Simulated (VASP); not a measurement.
# SiC: GW quasiparticle gap, part 4 of 4

Wanted: how far GW moves the Kohn-Sham levels of SiC. The cell has space group P6_3mc. The start is a cell from a database of measured crystal structures.

VASP 6.6.1, plane waves and PAW; the level of theory is named at each step.

So far, quasiparticle gap on the mesh (eV): step 4 (evGW0) 2.83. Also gap on the k-mesh (eV): step 3 (empty bands, functional r2SCAN) 2.14; step 5 (orbitals for another starting point, PBE) 1.77; step 6 (another starting point, HSE06) 2.68.

## Step 7: Empty bands, functional HSE06

Level of this step: HSE06; plane waves and PAW (Si_GW, C_GW) (VASP).

The next step needs empty bands that the ground-state run didn't converge, so the Hamiltonian is diagonalised exactly for NBANDS bands, in a single step. LOPTICS writes the k-derivatives of the orbitals (WAVEDER), which give the long-wavelength limit of the screening.

Input file INCAR:

```
SYSTEM = SiC
PREC = Accurate
ENCUT = 440
ISMEAR = 0
SIGMA = 0.01
LREAL = .FALSE.
LHFCALC = .TRUE.
AEXX = 0.25
GGA = PE
HFSCREEN = 0.2
LASPH = .TRUE.
NBANDS = 624
PRECFOCK = Fast
ALGO = Exact
NELM = 1
LWAVE = .TRUE.
LCHARG = .FALSE.
LOPTICS = .TRUE.
NEDOS = 1000
CSHIFT = 0.1
```

Input file POSCAR:

```
SiC
1.0
    3.0790000000      0.0000000000      0.0000000000
   -1.5395000000      2.6664922183      0.0000000000
    0.0000000000      0.0000000000     20.1460000000
Si C
8 8
Direct
    0.3333333333      0.6666666667      0.2500000000
    0.6666666667      0.3333333333      0.7500000000
    0.3333333333      0.6666666667      0.6250000000
    0.6666666667      0.3333333333      0.1250000000
    0.0000000000      0.0000000000      0.0000000000
    0.0000000000      0.0000000000      0.5000000000
    0.3333333333      0.6666666667      0.8750000000
    0.6666666667      0.3333333333      0.3750000000
    0.3333333333      0.6666666667      0.9690000000
    0.6666666667      0.3333333333      0.4690000000
    0.0000000000      0.0000000000      0.0940000000
    0.0000000000      0.0000000000      0.5940000000
    0.3333333333      0.6666666667      0.3440000000
    0.6666666667      0.3333333333      0.8440000000
    0.3333333333      0.6666666667      0.7190000000
    0.6666666667      0.3333333333      0.2190000000
```

Input file KPOINTS:

```
Automatic mesh
0
Gamma
6 6 1
0 0 0
```

The projector-augmented-wave data sets are Si_GW and C_GW (PBE family, release 64).

The run starts from files that an earlier step left in the folder.

Run with:

```bash
$ mpirun -np 8 vasp_std
```

The program printed:

```text
[banner, memory and clock lines left out]
running    8 mpi-ranks, on    1 nodes
[...]
[... a notice as in an earlier step ...]

 LDA part: xc-table for (Slater+PW92), standard interpolation
 found WAVECAR, reading the header
  number of bands has changed, file:    48 present:   624
  trying to continue reading WAVECAR, but it might fail
 POSCAR, INCAR and KPOINTS ok, starting setup
[...]
reading WAVECAR
 random initialization beyond band           48
 the WAVECAR file was read successfully
 initial charge from wavefunction
 entering main loop
       N       E                     dE             d eps       ncg     rms          rms(c)
DIA:   1    -0.139403941786E+03   -0.13940E+03    0.00000E+00     0   0.000E+00
   1 F= -.13940394E+03 E0= -.13940394E+03  d E =-.121772E-62
 writing wavefunctions
 optical routines
 imaginary and real dielectric function
 recalculating local potential from charge density
 direction            1
 direction            2
 direction            3
```

Elapsed: 25 min, on 8 MPI ranks of Intel Xeon 6975P-C (Granite Rapids), shared host; peak memory 6.2 GiB.

From OUTCAR (step 7):

```text
 POSITION                                       TOTAL-FORCE (eV/Angst)
 -----------------------------------------------------------------------------------
     -0.00000      1.77766      5.03650         0.000000      0.000000      0.081461
      1.53950      0.88883     15.10950        -0.000000     -0.000000      0.081461
     -0.00000      1.77766     12.59125        -0.000000      0.000000      0.070560
      1.53950      0.88883      2.51825        -0.000000     -0.000000      0.070560
      0.00000      0.00000      0.00000         0.000000     -0.000000      0.079882
      0.00000      0.00000     10.07300        -0.000000      0.000000      0.079882
     -0.00000      1.77766     17.62775         0.000000      0.000000      0.057250
      1.53950      0.88883      7.55475        -0.000000     -0.000000      0.057250
     -0.00000      1.77766     19.52147         0.000000      0.000000     -0.089805
      1.53950      0.88883      9.44847        -0.000000     -0.000000     -0.089805
      0.00000      0.00000      1.89372         0.000000      0.000000     -0.072004
      0.00000      0.00000     11.96672        -0.000000     -0.000000     -0.072004
     -0.00000      1.77766      6.93022        -0.000000      0.000000      0.034821
      1.53950      0.88883     17.00322         0.000000     -0.000000      0.034821
     -0.00000      1.77766     14.48497        -0.000000      0.000000     -0.162165
      1.53950      0.88883      4.41197         0.000000     -0.000000     -0.162165
 -----------------------------------------------------------------------------------
    total drift:                               -0.000000     -0.000000      0.001514

  FREE ENERGIE OF THE ION-ELECTRON SYSTEM (eV)
  ---------------------------------------------------
  free  energy   TOTEN  =      -139.4039417864 eV

  energy  without entropy=     -139.4039417864  energy(sigma->0) =     -139.40394179

[... 2 parts as in an earlier step ...]

[... 1 further part left out ...]
[key lines of the parts left out:]
E-fermi :   7.3077
```

## Step 8: G0W0

This step: G0W0 on HSE06; plane waves and PAW (Si_GW, C_GW) (VASP 6.6.1).

One pass of GW corrects the levels to first order, with G and W from the starting orbitals.

Input file INCAR:

```
SYSTEM = SiC
PREC = Accurate
ENCUT = 440
ISMEAR = 0
SIGMA = 0.01
LREAL = .FALSE.
LHFCALC = .TRUE.
AEXX = 0.25
GGA = PE
HFSCREEN = 0.2
LASPH = .TRUE.
NBANDS = 624
PRECFOCK = Fast
ALGO = EVGW0
NELMGW = 1
ENCUTGW = 140
NOMEGA = 48
NBANDSGW = 40
LWAVE = .FALSE.
LCHARG = .FALSE.
```

POSCAR is that of step 7.

KPOINTS is that of step 7.

The WAVECAR or CHGCAR of an earlier step is read.

Run with:

```bash
$ mpirun -np 8 vasp_std
```

The program printed:

```text
[banner, memory and clock lines left out]
running    8 mpi-ranks, on    1 nodes
 distrk:  each k-point on    8 cores,    1 groups
 distr:  one band on    1 cores,    8 groups

 POSCAR found type information on POSCAR SiC
 POSCAR found :  2 types and      16 ions
 [... a notice as in an earlier step ...]

 [... a notice as in an earlier step ...]

 LDA part: xc-table for (Slater+PW92), standard interpolation
 found WAVECAR, reading the header
 POSCAR, INCAR and KPOINTS ok, starting setup
 FFT: planning ... GRIDC
 FFT: planning ... GRID_SOFT
 FFT: planning ... GRID
 reading WAVECAR
 the WAVECAR file was read successfully
 initial charge from wavefunction
 available memory per node:     35.54 GB, setting MAXMEM to     36388

 The Fermi energy was updated, please check that it is located mid-gap
 values below the HOMO (VB) or above the LUMO (CB) will cause erroneous energies
 E-fermi :   8.5288

 calculate exact exchange contribution
 the WAVEDER file was read successfully
energies w=
    0.000    0.000    0.852    0.000    1.700    0.000    2.542    0.000
    3.374    0.000    4.195    0.000    5.001    0.000    5.794    0.000
    6.571    0.000    7.335    0.000    8.084    0.000    8.822    0.000
    9.549    0.000   10.267    0.000   10.979    0.000   11.687    0.000
   12.393    0.000   13.101    0.000   13.814    0.000   14.534    0.000
   15.266    0.000   16.014    0.000   16.781    0.000   17.574    0.000
   18.396    0.000   19.255    0.000   20.158    0.000   21.113    0.000
   22.131    0.000   23.224    0.000   24.406    0.000   25.694    0.000
   27.112    0.000   28.687    0.000   30.454    0.000   32.461    0.000
   34.766    0.000   37.453    0.000   40.634    0.000   44.469    0.000
   49.191    0.000   55.155    0.000   62.929    0.000   73.481    0.000
   88.604    0.000  112.031    0.000  153.051    0.000  242.933    0.000
 responsefunction array rank=     648
 LDA part: xc-table for (Slater+PW92), standard interpolation

 min. memory requirement per mpi rank    665.2 MB, per node   5321.9 MB

 allocating   6 responsefunctions rank=   648
 shmem allocating  48 responsefunctions rank=   648
 response function shared by NCSHMEM nodes    1
 Doing            6  frequencies on each core in blocks of           48
NQ=   1    0.0000    0.0000    0.0000,
|.........|.........|.........|.........|.........|.........|.........|.........
 performed       1713000 updates of chi_q(r,r)
 total number of BLAS operations       4500.49 Gflops
NQ=   2    0.1667    0.0000    0.0000,
|.........|.........|.........|.........|.........|.........|.........|.........
 performed       4424000 updates of chi_q(r,r)
 total number of BLAS operations      12441.21 Gflops
NQ=   3    0.3333    0.0000    0.0000,
|.........|.........|.........|.........|.........|.........|.........|.........
 performed       7135000 updates of chi_q(r,r)
 total number of BLAS operations      20915.61 Gflops
NQ=   4    0.5000    0.0000    0.0000,
|.........|.........|.........|.........|.........|.........|.........|.........
 performed       9397000 updates of chi_q(r,r)
 total number of BLAS operations      27963.40 Gflops
NQ=   5    0.1667    0.1667    0.0000,
|.........|.........|.........|.........|.........|.........|.........|.........
 performed      12258000 updates of chi_q(r,r)
 total number of BLAS operations      36963.12 Gflops
NQ=   6    0.3333    0.1667    0.0000,
|.........|.........|.........|.........|.........|.........|.........|.........
 performed      15419000 updates of chi_q(r,r)
 total number of BLAS operations      46809.94 Gflops
NQ=   7    0.3333    0.3333    0.0000,
|.........|.........|.........|.........|.........|.........|.........|.........
 performed      17382000 updates of chi_q(r,r)
 total number of BLAS operations      53343.22 Gflops
 resolving degeneracies of screened two electron integrals

 calculate QP shifts <psi_nk| G(iteration)W_0 |psi_nk>: iteration 1
 entering main loop
```

The job ended after 7.5 min (8 MPI ranks; peak memory 6.5 GiB; 59 min of CPU time).

OUTCAR, selected parts (step 8):

```text
   NELECT =      64.0000    total number of electrons

 E-fermi :   8.5288

 QP shifts <psi_nk| G(iteration)W_0 |psi_nk>: iteration 1
 for sc-GW calculations column KS-energies equals QP-energies in previous step
 and V_xc(KS)=  KS-energies - (<T + V_ion + V_H > + <T+V_H+V_ion>^1  + <V_x>^1)
 k-point   1 :       0.0000    0.0000    0.0000
  band No.  KS-energies  QP-energies   sigma(KS)   V_xc(KS)     V^pw_x(r,r')   Z            occupation Imag(sigma)
    ...
     29       6.9962       6.8531     -15.5337     -15.3569     -17.4768       0.8091       2.0000       0.0689
     30       7.1843       7.0455     -15.5970     -15.4257     -17.5040       0.8102       2.0000       0.0684
     31       7.1843       7.0455     -15.5970     -15.4257     -17.5040       0.8102       2.0000       0.0684
     32       7.1910       7.0561     -15.5467     -15.3802     -17.4083       0.8102       2.0000       0.0671
     33      13.6121      13.8189     -11.2662     -11.5190      -6.7120       0.8182       0.0000      -0.0869
     34      13.6766      13.8827     -11.2347     -11.4867      -6.6657       0.8175       0.0000      -0.0875
     35      14.0285      14.2275     -11.2441     -11.4877      -6.6289       0.8169       0.0000      -0.0903
     36      14.3033      14.4970     -11.1876     -11.4253      -6.5071       0.8151       0.0000      -0.0933
    ...

 k-point   2 :       0.1667    0.0000    0.0000
  band No.  KS-energies  QP-energies   sigma(KS)   V_xc(KS)     V^pw_x(r,r')   Z            occupation Imag(sigma)
    ...
     29       6.5749       6.4212     -15.4218     -15.2316     -17.4434       0.8075       2.0000       0.0706
     30       6.6183       6.4650     -15.4269     -15.2371     -17.4462       0.8076       2.0000       0.0702
     31       6.8792       6.7356     -15.4476     -15.2703     -17.3624       0.8096       2.0000       0.0680
     32       6.9288       6.7850     -15.5671     -15.3893     -17.5288       0.8090       2.0000       0.0693
     33      13.0607      13.2158     -10.2635     -10.4519      -5.7884       0.8229       0.0000      -0.0881
     34      13.3018      13.4588     -10.3009     -10.4920      -5.7967       0.8220       0.0000      -0.0886
     35      13.3179      13.4750     -10.3365     -10.5278      -5.8190       0.8211       0.0000      -0.0896
     36      13.8122      13.9714     -10.3902     -10.5846      -5.7948       0.8191       0.0000      -0.0924
    ...

[... 9 parts as in an earlier step ...]

[... 6 further parts left out ...]
```

This step gave:

```
quasiparticle gap on the mesh                 : 2.948 eV
smallest direct quasiparticle gap on the mesh : 4.187 eV
gap of the starting orbitals on the mesh      : 2.676 eV
```

GW takes the gap from 2.676 to 2.948 eV. That is +215 meV against the one-shot pass on r2SCAN. The value holds for 624 bands, ENCUTGW = 140 eV and this mesh, and isn't shown to be converged in them.

## Step 9: Summary

This step: GW series: evGW0 on r2SCAN, G0W0 on HSE06; plane waves and PAW (VASP 6.6.1).

This step runs nothing: it gathers the runs above.

Cost is wall time times ranks on a shared host, with the step that makes the empty bands. GW runs:

```csv
level,bands,ENCUTGW (eV),NOMEGA,k mesh,starting gap (eV),quasiparticle gap (eV),direct gap (eV),cost (core minutes)
evGW0 on r2SCAN,624,140,48,6x6x1,2.143,2.828,4.067,196.3
G0W0 on HSE06,624,140,48,6x6x1,2.676,2.948,4.187,259.9
```

## Step 10: Results

| Quantity | Value |
| --- | --- |
| evGW0 on r2SCAN, 624 bands, ENCUTGW 140 eV, NOMEGA 48, mesh 6×6×1 | 2.143 → 2.827 eV |
| G0W0 on HSE06, 624 bands, ENCUTGW 140 eV, NOMEGA 48, mesh 6×6×1 | 2.676 → 2.948 eV |

What this shows: evGW0 gives a quasiparticle gap of 2.827 eV on the mesh, 0.68 eV over the r2SCAN gap on the same mesh. On mesh and path the starting valence top lies at Γ and the conduction bottom at (0.5, 0, 0), so the starting gap is indirect. Both points lie on the GW mesh. Over the final values of the levels run here the gap spans 2.83 to 2.95 eV. In evGW0 the first pass, which is the one-shot result, gives 2.734 eV and pass 4 gives 2.828 eV; the last pass changed the gap by +2 meV, so the loop is converged. One-shot gaps: 2.734 eV from r2SCAN and 2.948 eV from HSE06. The starting gaps span 0.53 eV and the one-shot gaps 0.21 eV. Bands, response cutoff and mesh weren't tested for convergence. The atoms weren't relaxed and carry forces of up to 0.17 eV/Å at r2SCAN in the first static run, so the numbers belong to the given coordinates, and a relaxation would change them. Not tabulated here, as repeats of values shown or as unfit to read for their mesh, reference level or band range: eps2 curves (empty bands); eps1 curves and static values (empty bands); gaps (empty bands).

[Lines on the potential files, build, host, timing and source positions are cut from VASP's logs without a mark.]

[Logs are printed without paths, hosts, clocks, repeated set-up lines and the standing remarks that a program may print on its own settings, such as how far it seeks lower states.]

[Hosts, paths, dates, database ids (printed as entryN), source tags and the programs' standing remarks are cut or masked in the printed files.]

[Pressures printed for these runs are not shown converged in the cutoff: they can be off by several GPa and have the wrong sign.]
